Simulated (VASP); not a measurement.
Runs of VASP 6.6.1 on Ge. It takes space group Fd-3m (No. 227, cubic). Conventional cell: a = 5.680 Å, b = 5.680 Å, c = 5.680 Å, α = 90.00°, β = 90.00°, γ = 90.00°. Ge (site symmetry -43m) has 4 Ge at 2.46 Å as nearest neighbours. 

| task | cell | gap on the mesh (eV) | pressure (GPa) |
| --- | --- | --- | --- |
| relaxation of cell and atoms | relaxed | 0.78 | 0.0 |
| single point | a relaxed cell with its volume scaled by 1.06 | 0.18 | -3.7 |
| single point | a relaxed cell with its volume scaled by 0.97 | 0.90 | 2.4 |
| single point | a relaxed cell with its volume scaled by 0.94 | (c) | 5.3 |
| single point | a relaxed cell with its volume scaled by 0.91 | (a) | 8.7 |
| single point | as given | 0.78 | 0.0 |
| single point | a relaxed cell with its volume scaled by 1.09 | (b) | (d) |
| single point | a relaxed cell with its volume scaled by 1.03 | 0.47 | -2.0 |

Alike in all rows: level HSE06; potentials or basis VASP PAW PBE potentials, release 64 (Ge_d); no spin polarisation; k mesh 6 × 6 × 6; cutoff (eV) 520; smearing gaussian 0.02 eV.

Question: Estimate the missing entries.

Answer: (a) 1.08; (b) none; (c) 1.02; (d) -4.8.

Caveats: the PAW data sets were made with another functional, which shifts forces and pressure a little; the relaxation stopped at its first step, so nothing moved (some runs).

A k mesh can miss the band edges, and the runs leave out spin-orbit coupling on Ge.
